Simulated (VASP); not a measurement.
```xyz
4
Lattice="8.2396 -2.0743 0.0000 8.2396 2.0743 0.0000 0.0000 0.0000 8.8527" Properties=species:S:1:pos:R:3 pbc="T T T"
Br     8.2396    -1.4992     1.0275
Br     8.2396    -0.5751     5.4538
Br     8.2396     1.4992     7.8252
Br     8.2396     0.5751     3.3988
```

Level of theory: r2SCAN meta-GGA, VASP's PBE PAW potentials (set 64) (plane waves; VASP). Run with 400 eV cut-off, 6×6×3 Γ-centred mesh, tetrahedra with Blöchl corrections, potentials Br.

Q: Give the energies of bands 5 to 17 at the high-symmetry points, in eV from the valence-band maximum.

A: 
```json
[
 {"band": "5", "Γ": "-5.12", "Y": "-5.12", "F0": "-5.05", "Z": "-4.48", "B0": "-4.77", "T": "-4.48", "S": "-5.00", "R": "-4.77"},
 {"band": "6", "Γ": "-3.68", "Y": "-3.68", "F0": "-4.93", "Z": "-4.48", "B0": "-4.77", "T": "-4.48", "S": "-5.00", "R": "-4.77"},
 {"band": "7", "Γ": "-2.88", "Y": "-2.88", "F0": "-2.63", "Z": "-2.62", "B0": "-3.36", "T": "-2.62", "S": "-2.61", "R": "-3.38"},
 {"band": "8", "Γ": "-2.21", "Y": "-2.21", "F0": "-2.60", "Z": "-2.62", "B0": "-3.36", "T": "-2.62", "S": "-2.61", "R": "-3.38"},
 {"band": "9", "Γ": "-2.20", "Y": "-2.20", "F0": "-2.35", "Z": "-1.82", "B0": "-2.31", "T": "-1.82", "S": "-2.31", "R": "-2.31"},
 {"band": "10", "Γ": "-1.88", "Y": "-1.88", "F0": "-2.27", "Z": "-1.82", "B0": "-2.31", "T": "-1.82", "S": "-2.31", "R": "-2.31"},
 {"band": "11", "Γ": "-1.17", "Y": "-1.17", "F0": "-1.09", "Z": "-0.96", "B0": "-0.58", "T": "-0.96", "S": "-1.09", "R": "-0.58"},
 {"band": "12", "Γ": "-1.02", "Y": "-1.02", "F0": "-1.07", "Z": "-0.96", "B0": "-0.58", "T": "-0.96", "S": "-1.09", "R": "-0.58"},
 {"band": "13", "Γ": "-0.41", "Y": "-0.41", "F0": "-0.64", "Z": "-0.44", "B0": "-0.12", "T": "-0.44", "S": "-0.58", "R": "-0.11"},
 {"band": "14", "Γ": "0.00", "Y": "0.00", "F0": "-0.53", "Z": "-0.44", "B0": "-0.12", "T": "-0.44", "S": "-0.58", "R": "-0.11"},
 {"band": "15", "Γ": "1.70", "Y": "1.70", "F0": "2.70", "Z": "2.17", "B0": "2.19", "T": "2.17", "S": "2.75", "R": "2.18"},
 {"band": "16", "Γ": "2.78", "Y": "2.78", "F0": "2.77", "Z": "2.17", "B0": "2.19", "T": "2.17", "S": "2.75", "R": "2.18"},
 {"band": "17", "Γ": "6.15", "Y": "6.96", "F0": "7.90", "Z": "6.66", "B0": "8.31", "T": "7.48", "S": "8.01", "R": "8.33"}
]
```

The gap is direct, 1.69 eV, from the valence maximum at Γ to the conduction minimum at Γ.

The structure comes from a measured Br entry (Cmce) of the Crystallography Open Database, whose conditions weren't checked. It was relaxed first, which changed the volume by -7 %.
